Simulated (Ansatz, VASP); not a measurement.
## Ca2BPb: VASP beside Ansatz

```
CELL_PARAMETERS angstrom
5.03082 0.00000 0.00000
0.00000 5.03082 0.00000
0.00000 0.00000 3.86558
ATOMIC_POSITIONS crystal
Ca 0.50000 0.00000 0.50000
Ca 0.00000 0.50000 0.50000
B 0.00000 0.00000 0.00000
Pb 0.50000 0.50000 0.00000
```

Change from the starting cell: species swapped into the ErIn2Sn type (P4/mmm, No. 123).

Alike in both runs: task relaxation of cell and atoms; functional PBE; k mesh 10 × 10 × 12; occupations gaussian, width 0.1 eV; no spin polarisation.

|  | VASP | Ansatz |
| --- | --- | --- |
| version | VASP 6.6.1 | Ansatz 0.2.0 |
| potentials or method | VASP PAW PBE potentials, release 64 (Ca_sv, B, Pb_d) | scalar-relativistic, plane waves, PAW |
| plane-wave cutoff (eV) | 600 | 420 |
| valence electrons in the cell | 37 | 37 |

```tsv
	VASP	Ansatz	Ansatz less VASP
gap on the k mesh at the Fermi level, each at its own relaxed structure (eV)	none	none	-
relaxed volume (Å³/atom)	24.75	24.70	-0.050
relaxed cell length with the largest relative difference (Å)	3.822	3.819	-0.0031
energy change over the relaxation (meV/atom)	-2	-2	+0.1
```

A gap of «none» marks a metal or a gap that the smearing closes.

Spin-orbit coupling is left out, which matters for the levels of Pb.
